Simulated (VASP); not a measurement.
```yaml
crystal:
  lattice:
    - [0.00000, 3.32591, 3.32591]
    - [3.32591, 0.00000, 3.32591]
    - [3.32591, 3.32591, 0.00000]
  atoms:
    - { symbol: Te, position: [0.50000, 0.50000, 0.50000] }
    - { symbol: Pb, position: [0.00000, 0.00000, 0.00000] }
```

Level of theory: RPBE GGA, VASP's PBE PAW potentials (set 64) (plane waves; VASP 6.6.1). Settings: 520 eV cut-off, 8×8×8 Γ-centred mesh, tetrahedra with Blöchl corrections, potentials Te Pb_d.

Unless said otherwise, spin-orbit coupling is left out, though it shifts the bands of the heavy elements here.

Question: Predict the energy per atom (σ→0), band gap (on the k-mesh) with the smallest direct gap where there is one.

Answer: 
- band gap (on the k-mesh): 0.97 eV
- smallest direct gap (on the k-mesh): 0.97 eV
- energy per atom (σ→0): -330.1 kJ/mol of atoms

Total energies compare only between runs with the same potentials, cut-off and functional.

The compound is PbTe in the rock salt structure. It was relaxed first, which changed the volume by +9 %.
